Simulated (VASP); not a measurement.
A convergence study with VASP on CaSe (rock salt): one setting is varied, all else stays as given below, so the limit is that of these other settings. ε∞ is the independent-particle value.

```
CaSe
1.0
    0.00000     2.96000     2.96000
    2.96000     0.00000     2.96000
    2.96000     2.96000     0.00000
Ca Se
1 1
Direct
  0.00000   0.00000   0.00000
  0.50000   0.50000   0.50000
```

All values below come from PBE GGA, VASP's PBE PAW potentials (set 64) (plane waves; VASP). The tightest run used: 550 eV cut-off, 7×7×7 Γ-centred mesh, Gaussian smearing of 0.050 eV, potentials Ca_sv Se.

```tsv
setting	mean ε∞	bands
NBANDS = 9	3.08	9
NBANDS = 10	3.93	10
NBANDS = 12	5.01	12
```

These are the cheaper rows. Estimate the results at NBANDS = 136, and how far the last row shown lies from them.

```tsv
quantity	tightest run	last row shown is off by
mean ε∞	6.17	-1.16
```

Left out are rungs that failed or repeat a setting and relaxations that didn't move; long series are thinned to 24 rows.

The compound is CaSe in the rock salt structure. The cell was not relaxed at this level.
